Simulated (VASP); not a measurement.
Level of theory: PBE GGA, VASP's PBE PAW potentials (set 64) (plane waves; VASP 6.6.1).

A VASP calculation is set up with these files.

### KPOINTS
```
Automatic mesh
0
Gamma
15 15 15
0 0 0
```

### INCAR
```
ALGO = Fast   # Davidson, then RMM-DIIS
EDIFFG = -0.03   # ionic stop
NELMIN = 4
LREAL = .FALSE.
EDIFF = 1E-5   # SCF stop (eV)
LMAXMIX = 4
NSW = 20   # most ionic steps
ENCUT = 450
LWAVE = .FALSE.
PREC = Normal
GGA = PE   # PBE
ISIF = 2
ISMEAR = 1   # Methfessel-Paxton
IBRION = 2
LASPH = .TRUE.
SYSTEM = ZrC
NELM = 100   # most electronic steps
LCHARG = .FALSE.
SIGMA = 0.1   # width (eV)
```

File POSCAR:
```
ZrC
1
   -0.0000000000     2.3554350735     2.3554350735
    2.3554350735    -0.0000000000     2.3554350735
    2.3554350735     2.3554350735    -0.0000000000
Zr C
1 1
Direct
  0.0000000000   0.0000000000   0.0000000000
  0.5000000000   0.5000000000   0.5000000000
```

POTCAR, in this order: Zr_sv C (PBE.64 set). Program: vasp_std.

Output

### OSZICAR
```
       N       E                     dE             d eps       ncg     rms          rms(c)
DAV:   1     0.981711301394E+02    0.98171E+02   -0.82525E+03  2888   0.120E+03
DAV:   2    -0.176757960345E+02   -0.11585E+03   -0.10877E+03  3364   0.315E+02
DAV:   3    -0.227574043711E+02   -0.50816E+01   -0.50073E+01  4184   0.596E+01
DAV:   4    -0.229347062541E+02   -0.17730E+00   -0.17719E+00  3696   0.108E+01
DAV:   5    -0.229389697904E+02   -0.42635E-02   -0.42633E-02  4180   0.141E+00    0.209E+01
RMM:   6    -0.194159444114E+02    0.35230E+01   -0.12411E+01  3030   0.203E+01    0.867E+00
RMM:   7    -0.194420677982E+02   -0.26123E-01   -0.13396E+00  3403   0.786E+00    0.524E+00
RMM:   8    -0.194525768529E+02   -0.10509E-01   -0.33264E-01  3481   0.363E+00    0.747E-01
RMM:   9    -0.194587462480E+02   -0.61694E-02   -0.18768E-01  3796   0.193E+00    0.533E-01
RMM:  10    -0.194606729986E+02   -0.19268E-02   -0.47819E-02  3524   0.138E+00    0.246E-01
RMM:  11    -0.194629991201E+02   -0.23261E-02   -0.24299E-02  3916   0.778E-01    0.165E-01
RMM:  12    -0.194635430077E+02   -0.54389E-03   -0.59182E-03  4146   0.405E-01    0.139E-01
RMM:  13    -0.194638687011E+02   -0.32569E-03   -0.27309E-03  3959   0.226E-01    0.174E-01
RMM:  14    -0.194637013325E+02    0.16737E-03   -0.15621E-03  3397   0.462E-01    0.195E-01
RMM:  15    -0.194637233017E+02   -0.21969E-04   -0.53795E-04  3835   0.190E-01    0.328E-02
RMM:  16    -0.194637400897E+02   -0.16788E-04   -0.20952E-04  3398   0.788E-02    0.295E-02
RMM:  17    -0.194637471298E+02   -0.70401E-05   -0.94304E-05  2924   0.647E-02
   1 F= -.19463747E+02 E0= -.19463751E+02  d E =-.194637E+02
```

OUTCAR:
```
------------------------ aborting loop because EDIFF is reached ----------------------------------------
  FORCE on cell =-STRESS in cart. coord.  units (eV):
  Direction    XX          YY          ZZ          XY          YZ          ZX
  --------------------------------------------------------------------------------------
  Total       -0.0295815     -0.0295815     -0.0295815     -0.0000000     -0.0000000      0.0000000
  in kB       -1.8133743     -1.8133743     -1.8133743     -0.0000000     -0.0000000      0.0000000
  external PRESSURE =      -1.8133743 kB  Pullay stress =       0.0000000 kB
  volume of cell :       26.14
      direct lattice vectors                 reciprocal lattice vectors
     0.000000000  2.355435073  2.355435073    -0.212275008  0.212275008  0.212275008
     2.355435073  0.000000000  2.355435073     0.212275008 -0.212275008  0.212275008
     2.355435073  2.355435073  0.000000000     0.212275008  0.212275008 -0.212275008
 POSITION                                       TOTAL-FORCE (eV/Angst)
 -----------------------------------------------------------------------------------
      0.00000      0.00000      0.00000         0.000000      0.000000      0.000000
      2.35544      2.35544      2.35544        -0.000000     -0.000000     -0.000000
 -----------------------------------------------------------------------------------
    total drift:                               -0.000000      0.000000      0.000000
  FREE ENERGIE OF THE ION-ELECTRON SYSTEM (eV)
  ---------------------------------------------------
  free  energy   TOTEN  =       -19.4637471298 eV

  energy  without entropy=      -19.4637582759  energy(sigma->0) =      -19.46375085

 reached required accuracy - stopping structural energy minimisation
```
(Selected blocks of OUTCAR.)

At this cut-off the stress carries a Pulay error, which pulls relaxed volumes low.

The compound is ZrC in the rock salt structure. It was relaxed first.
